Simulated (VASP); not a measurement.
Here is the system:

```yaml
crystal:
  lattice:
    - [-1.46395, 1.46395, 5.27334]
    - [1.46395, -1.46395, 5.27334]
    - [1.46395, 1.46395, -5.27334]
  atoms:
    - { symbol: Ta, position: [0.75426, 0.75426, 0.00000] }
    - { symbol: Ta, position: [0.50426, 0.00426, 0.50000] }
    - { symbol: C, position: [0.16174, 0.16174, 0.00000] }
    - { symbol: C, position: [0.91174, 0.41174, 0.50000] }
```

All values below come from PBEsol GGA, VASP's PBE PAW potentials (set 64) (plane waves; VASP). Run with 520 eV cut-off, 16×16×16 Γ-centred mesh, tetrahedra with Blöchl corrections, potentials Ta_pv C.

The cores are frozen, which limits the accuracy of field gradients.

Task: Give the principal components of the electric field gradient (V/Å²) and the asymmetry η at each nucleus.

Result: 
```csv
atom,Vxx,Vyy,Vzz,η
Ta1,-208.4,-4.6,212.9,0.96
Ta2,-208.4,-4.6,212.9,0.96
C3,-5.6,-2.7,8.3,0.35
C4,-5.6,-2.7,8.3,0.35
```

The structure was generated: TaC was put into the NbAs type (I4_1md), which need not be its known phase. It was relaxed first, which changed the volume by +24 %.
